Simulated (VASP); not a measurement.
Consider the following.

```
AgCl
1.0
    0.00000     2.79728     2.79728
    2.79728     0.00000     2.79728
    2.79728     2.79728     0.00000
Ag Cl
1 1
Cartesian
  0.00000   0.00000   0.00000
  2.79728   2.79728   2.79728
```

The numbers are results of PBE0 hybrid, VASP's PBE PAW potentials (set 64) (plane waves; VASP), not measurements. Settings: 520 eV cut-off, 6×6×6 Γ-centred mesh, Gaussian smearing of 0.050 eV, potentials Ag Cl.

Give the energy at these volumes per atom, relative to the lowest: 20.05, 20.71, 21.37, 22.03, 22.69 Å³.

24.9, 9.5, 1.6, 0.0, 3.5 meV/atom. A third-order Birch-Murnaghan fit gives B0 = 43.0 GPa and B0′ = 5.4.

The compound is AgCl in the rock salt structure. It was relaxed first. The cell's shape comes from a PBE relaxation.
